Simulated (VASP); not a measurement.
Consider the following.

```yaml
crystal:
  lattice:
    - [4.63978, 0.00000, 0.00000]
    - [0.00000, 4.63978, 0.00000]
    - [0.00000, 0.00000, 4.63978]
  atoms:
    - { symbol: Ag, position: [0.75000, 0.25000, 0.75000] }
    - { symbol: Ag, position: [0.25000, 0.75000, 0.75000] }
    - { symbol: Ag, position: [0.75000, 0.75000, 0.25000] }
    - { symbol: Ag, position: [0.25000, 0.25000, 0.25000] }
    - { symbol: O, position: [0.00000, 0.00000, 0.00000] }
    - { symbol: O, position: [0.50000, 0.50000, 0.50000] }
```

Method: LDA (Ceperley-Alder, Perdew-Zunger), VASP's LDA PAW potentials (set 64) (plane waves; VASP). Run with 520 eV cut-off, 6×6×6 Γ-centred mesh, tetrahedra with Blöchl corrections, potentials Ag O.

Predict the energy per atom (σ→0), band gap (on the k-mesh) with the smallest direct gap where there is one.

```json
{
 "band gap (on the k-mesh)": "0.11 eV",
 "smallest direct gap (on the k-mesh)": "0.11 eV",
 "energy per atom (σ→0)": "-4.447 eV/atom"
}
```

The absolute energy has meaning only against runs of the same code, potentials and settings.

The compound is Ag2O in the cuprite structure. It was relaxed first, which changed the volume by -6 %.
